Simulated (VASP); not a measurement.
Here is the system:

```xyz
3
Lattice="0.0000 2.1361 2.1361 2.1361 0.0000 2.1361 2.1361 2.1361 0.0000" Properties=species:S:1:pos:R:3 pbc="T T T"
Be     1.0680     1.0680     1.0680
Be     3.2041     3.2041     3.2041
C      0.0000     0.0000     0.0000
```

The numbers are results of LDA (Ceperley-Alder, Perdew-Zunger), VASP's LDA PAW potentials (set 64) (plane waves; VASP 6.6.1), not measurements. Settings: 520 eV cut-off, Gaussian smearing of 0.050 eV, potentials Be C.

**Question.** Give the energies of bands 2 to 7 at the high-symmetry points, in eV from the valence-band maximum.

**Answer.** 
```json
[
 {"band": "2", "Γ": "0.00", "X": "-6.84", "U": "-7.07", "L": "-8.94", "W": "-6.51"},
 {"band": "3", "Γ": "0.00", "X": "-4.91", "U": "-6.37", "L": "-1.91", "W": "-6.01"},
 {"band": "4", "Γ": "0.00", "X": "-4.91", "U": "-4.14", "L": "-1.91", "W": "-6.01"},
 {"band": "5", "Γ": "4.10", "X": "1.20", "U": "3.42", "L": "5.00", "W": "5.79"},
 {"band": "6", "Γ": "4.10", "X": "6.08", "U": "8.60", "L": "5.00", "W": "8.42"},
 {"band": "7", "Γ": "4.10", "X": "13.52", "U": "11.80", "L": "7.56", "W": "9.83"}
]
```

The gap is indirect, 1.20 eV, from the valence maximum at Γ to the conduction minimum at X.

The compound is Be2C in the antifluorite structure. It was relaxed first.
